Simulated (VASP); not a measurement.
The system is ScAl7N8.

```
CELL_PARAMETERS angstrom
0.00000 0.00000 -5.07996
3.17485 5.49900 0.00000
3.17485 -5.49900 0.00000
ATOMIC_POSITIONS crystal
Sc 0.00000 0.16667 0.33333
Al 0.00000 0.16667 0.83333
Al 0.00000 0.66667 0.33333
Al 0.00000 0.66667 0.83333
Al 0.50000 0.33333 0.66667
Al 0.50000 0.33333 0.16667
Al 0.50000 0.83333 0.66667
Al 0.50000 0.83333 0.16667
N 0.62000 0.16667 0.33333
N 0.62000 0.16667 0.83333
N 0.62000 0.66667 0.33333
N 0.62000 0.66667 0.83333
N 0.12000 0.33333 0.66667
N 0.12000 0.33333 0.16667
N 0.12000 0.83333 0.66667
N 0.12000 0.83333 0.16667
```

The cell was built by a generator and needn't be a form met in nature.

| Property | Result |
| --- | --- |
| Program | VASP 6.6.1 |
| Task | relaxation of cell and atoms |
| Functional | PBEsol |
| Potentials or basis | VASP PAW PBE potentials, release 64 (Sc_sv, Al, N) |
| Cutoff | 600 eV |
| k mesh | 6 × 6 × 5 |
| Occupations | gaussian, width 0.03 eV |
| Spin | no spin polarisation |

At the start: pressure -1.6 GPa; volume 11.09 Å³/atom.

**Question.** How do energy, volume and symmetry change on relaxing?

**Answer.** Over 13 steps the energy falls by 53.0 meV/atom and the volume is 10.88 Å³/atom (-1.9 %); space group P3m1 (No. 156, to 0.05 Å).

The path:
```csv
step,energy change (eV),largest force (eV/Å),pressure (GPa),volume (Å³)
1,0.0000,3.4018,-1.57,177.38
2,-0.7440,1.0167,-0.42,174.60
3,-0.7914,0.6531,-0.98,175.18
4,-0.8380,0.1912,0.86,173.43
5,-0.8391,0.1772,0.60,173.66
6,-0.8453,0.0587,-0.31,174.41
7,-0.8453,0.0609,-0.36,174.45
8,-0.8474,0.0447,-0.01,174.09
9,-0.8474,0.0477,0.06,174.02
10,-0.8477,0.0151,0.01,174.06
11,-0.8477,0.0146,0.01,174.06
12,-0.8477,0.0146,0.01,174.05
13,-0.8477,0.0055,-0.01,174.07
```

Final structure:
```xyz
16
Lattice="0.0000 0.0000 -5.0077 3.1678 5.4867 0.0000 3.1678 -5.4867 0.0000" Properties=species:S:1:pos:R:3 pbc="T T T"
Sc    1.5839   -0.9145   -0.0486
Al    3.1727   -3.6549   -0.0122
Al    3.1628    1.8318   -0.0122
Al    4.7516   -0.9202   -0.0122
Al    3.1979   -1.8463   -2.5051
Al    1.5839    0.9492   -2.5051
Al    4.7516    0.9145   -2.5196
Al    3.1376    3.6404   -2.5051
N     1.5839   -0.9145   -2.9346
N     3.1609   -3.6618   -3.1094
N     3.1746    1.8250   -3.1094
N     4.7516   -0.9065   -3.1094
N     3.2691   -1.8874   -0.6194
N     1.5839    1.0314   -0.6194
N     4.7516    0.9145   -0.5970
N     3.0665    3.5993   -0.6194
```

Caveat: the PAW data sets were made with another functional, which shifts forces and pressure a little.
